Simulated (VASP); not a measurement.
Calculation: PBE GGA + U (Dudarev), VASP's PBE PAW potentials (set 64) (plane waves; VASP).

A VASP calculation is set up with these files.

File KPOINTS:
```
K-points
0
gamma
11 12 11
0 0 0
```

### POSCAR
```
CoGa
1.0
  2.9003230000   0.0000000000   0.0000000000
  0.0000000000   2.8067550000   0.0000000000
  0.0000000000   0.0000000000   2.9057460000
Ga Co
1 1
Cartesian
  1.4501615000   1.4033775000   1.4528730000
  0.0449811094   0.0000000000   0.0000000000
```

**INCAR**
```
SYSTEM = CoGa
PREC = Accurate
ENCUT = 400
EDIFF = 1E-6
NELM = 100
ALGO = Normal
LREAL = .FALSE.
LASPH = .TRUE.
ISMEAR = 1
SIGMA = 0.1
GGA = PE
LMAXMIX = 4
LWAVE = .FALSE.
LCHARG = .FALSE.
ISIF = 2
LDAU = .TRUE.
LDAUTYPE = 2
LDAUL = -1 2
LDAUU = 0 1.0
LDAUJ = 0 0
LDAUPRINT = 1
LORBIT = 10
```

POTCAR, in this order: Ga_d Co (PBE.64 set). Program: vasp_std.

Output of the run:

OUTCAR:
```
 ion  position               nearest neighbor table
   1  0.500  0.500  0.500-   2 2.46   2 2.46   2 2.46   2 2.46   2 2.51   2 2.51   2 2.51   2 2.51
  LATTYP: Found a simple orthorhombic cell.
 ALAT       =     2.8067550000
 B/A-ratio  =     1.0333367180
 C/A-ratio  =     1.0352688425
 Subroutine PRICEL returns:
 Original cell was already a primitive cell.
 Subroutine GETGRP returns: Found  4 space group operations
The static configuration has the point symmetry C_2v.
The dynamic configuration has the point symmetry C_2v.
 Subroutine INISYM returns: Found  4 space group operations
 Subroutine IBZKPT returns following result:
 Found    252 irreducible k-points:

 Following reciprocal coordinates:
            Coordinates               Weight
  0.000000  0.000000  0.000000      1.000000
  0.090909  0.000000  0.000000      2.000000
  0.181818  0.000000  0.000000      2.000000
  0.272727  0.000000  0.000000      2.000000
  0.363636  0.000000  0.000000      2.000000
  0.454545  0.000000  0.000000      2.000000
  0.000000  0.083333  0.000000      2.000000
  0.090909  0.083333  0.000000      4.000000
  0.181818  0.083333  0.000000      4.000000
  0.272727  0.083333  0.000000      4.000000
  0.363636  0.083333  0.000000      4.000000
  0.454545  0.083333  0.000000      4.000000
  0.000000  0.166667  0.000000      2.000000
  0.090909  0.166667  0.000000      4.000000
  0.181818  0.166667  0.000000      4.000000
  0.272727  0.166667  0.000000      4.000000
  0.363636  0.166667  0.000000      4.000000
  0.454545  0.166667  0.000000      4.000000
  0.000000  0.250000  0.000000      2.000000
  0.090909  0.250000  0.000000      4.000000
  0.181818  0.250000  0.000000      4.000000
  0.272727  0.250000  0.000000      4.000000
  0.363636  0.250000  0.000000      4.000000
...
```

OSZICAR:
```
       N       E                     dE             d eps       ncg     rms          rms(c)
DAV:   1     0.891014533493E+02    0.89101E+02   -0.92880E+03  8135   0.223E+03
DAV:   2    -0.604914509505E+01   -0.95151E+02   -0.93111E+02  7791   0.325E+02
DAV:   3    -0.103238475492E+02   -0.42747E+01   -0.42618E+01  9002   0.748E+01
DAV:   4    -0.103862667285E+02   -0.62419E-01   -0.62409E-01 10089   0.841E+00
DAV:   5    -0.103878131329E+02   -0.15464E-02   -0.15464E-02  9382   0.114E+00    0.911E+00
DAV:   6    -0.111564718810E+02   -0.76866E+00   -0.18075E+01  8380   0.575E+01    0.993E+00
DAV:   7    -0.958355416500E+01    0.15729E+01   -0.75097E+00  7770   0.423E+01    0.187E+00
DAV:   8    -0.956744462027E+01    0.16110E-01   -0.21168E-01  9397   0.522E+00    0.585E-01
DAV:   9    -0.956327291684E+01    0.41717E-02   -0.15646E-02 10334   0.210E+00    0.126E-01
DAV:  10    -0.956315901199E+01    0.11390E-03   -0.62867E-04 10098   0.352E-01    0.619E-02
DAV:  11    -0.956316346852E+01   -0.44565E-05   -0.73956E-05 10488   0.142E-01    0.125E-02
DAV:  12    -0.956316198479E+01    0.14837E-05   -0.64030E-06  9281   0.422E-02    0.319E-03
DAV:  13    -0.956316172635E+01    0.25844E-06   -0.31236E-07  4438   0.637E-03
   1 F= -.95631617E+01 E0= -.95628260E+01  d E =-.100724E-02
```

### OUTCAR
```
------------------------ aborting loop because EDIFF is reached ----------------------------------------
  FORCE on cell =-STRESS in cart. coord.  units (eV):
  Direction    XX          YY          ZZ          XY          YZ          ZX
  --------------------------------------------------------------------------------------
  Total       -0.1526105      0.4238028     -0.1000166      0.0000000      0.0000000      0.0000000
  in kB      -10.3368092     28.7055504     -6.7744538      0.0000000      0.0000000      0.0000000
  external PRESSURE =       3.8647625 kB  Pullay stress =       0.0000000 kB
  volume of cell :       23.65
      direct lattice vectors                 reciprocal lattice vectors
     2.900323000  0.000000000  0.000000000     0.344789184  0.000000000  0.000000000
     0.000000000  2.806755000  0.000000000     0.000000000  0.356283324  0.000000000
     0.000000000  0.000000000  2.905746000     0.000000000  0.000000000  0.344145703
 POSITION                                       TOTAL-FORCE (eV/Angst)
 -----------------------------------------------------------------------------------
      1.45016      1.40338      1.45287         0.284255      0.000000      0.000000
      0.04498      0.00000      0.00000        -0.284255      0.000000      0.000000
 -----------------------------------------------------------------------------------
    total drift:                                0.000212      0.000000     -0.000005
  FREE ENERGIE OF THE ION-ELECTRON SYSTEM (eV)
  ---------------------------------------------------
  free  energy   TOTEN  =        -9.5631617264 eV

  energy  without entropy=       -9.5621544874  energy(sigma->0) =       -9.56282598

 total charge

# of ion       s       p       d       tot
------------------------------------------
    1        0.847   0.889  10.054  11.790
    2        0.387   0.455   7.554   8.396
--------------------------------------------------
tot          1.234   1.344  17.608  20.187
```
(Selected blocks of OUTCAR.)

The compound is CoGa in the CsCl type structure. The cell was not relaxed at this level, atoms are displaced from their ideal sites. The run is one of a series of settings (LDAU = .TRUE., LDAUJ = 0 0, LDAUL = -1 2, LDAUTYPE = 2, LDAUU = 0 1.0 against the base run), some of them coarse on purpose. The run is not spin-polarised, so no magnetic state was tried.
